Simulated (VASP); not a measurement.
MgO:

```
CELL_PARAMETERS angstrom
0.00000 2.12205 2.12205
2.12205 0.00000 2.12205
2.12205 2.12205 0.00000
ATOMIC_POSITIONS crystal
Mg 0.00000 0.00000 0.00000
O 0.50000 0.50000 0.50000
```

The cell is a database's computed one.

Base run:

```yaml
Program: VASP 6.6.1
Functional: PBE0
Potentials_or_basis: VASP PAW PBE potentials, release 64 (Mg, O)
Cutoff: 450 eV
k_mesh: 10 × 10 × 10
Occupations: gaussian, width 0.02 eV
Spin: no spin polarisation
```

Its results: band gap on the k mesh 6.94 eV, direct.

Question: After a change of settings the same cell gave: band gap on the k mesh 6.22 eV, direct. Which change was it?
A. functional from PBE0 to PBE; cutoff from 450 eV to 600 eV; k mesh from 10 × 10 × 10 to 14 × 14 × 14
B. functional from PBE0 to r2SCAN; k mesh from 10 × 10 × 10 to 14 × 14 × 14
C. functional from PBE0 to HSE06
D. functional from PBE0 to PBEsol; k mesh from 10 × 10 × 10 to 14 × 14 × 14

Answer: C.
